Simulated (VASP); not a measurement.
```
CELL_PARAMETERS angstrom
     -1.57825     1.57825     4.15064
      1.57825    -1.57825     4.15064
      1.57825     1.57825    -4.15064
ATOMIC_POSITIONS crystal
  Al 0.33855 0.33855 0.00000
  Al 0.66145 0.66145 0.00000
  Os 0.00000 0.00000 0.00000
```

Level of theory: PBEsol GGA, VASP's PBE PAW potentials (set 64) (plane waves; VASP). Run with 400 eV cut-off, 11×11×11 Γ-centred mesh, tetrahedra with Blöchl corrections, potentials Al Os.

Task: Estimate the energy per atom (σ→0).

Result: 
energy per atom (σ→0): -7.354 eV/atom

The absolute energy has meaning only against runs of the same code, potentials and settings.

The structure comes from a computed database's Al2Os entry (I4/mmm); how it stands against other phases isn't given here. It was relaxed first.
